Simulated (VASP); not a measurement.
```xyz
2
Lattice="0.0000 2.8197 2.8197 2.8197 0.0000 2.8197 2.8197 2.8197 0.0000" Properties=species:S:1:pos:R:3 pbc="T T T"
Ca     0.0000     0.0000     0.0000
S      2.8197     2.8197     2.8197
```

Calculation: PBE GGA with D3 dispersion (Becke-Johnson damping), VASP's PBE PAW potentials (set 64) (plane waves; VASP 6.6.1). Run with 520 eV cut-off, 7×7×7 Γ-centred mesh, Gaussian smearing of 0.050 eV, potentials Ca_sv S.

Task: Estimate the energy per atom (σ→0).

Result: 
```
Item                                   Result
---------------------  ----------------------
energy per atom (σ→0)  -532.6 kJ/mol of atoms
```

Total energies compare only between runs with the same potentials, cut-off and functional.

The compound is CaS in the rock salt structure. It was relaxed first. The start is the result of an earlier pass.
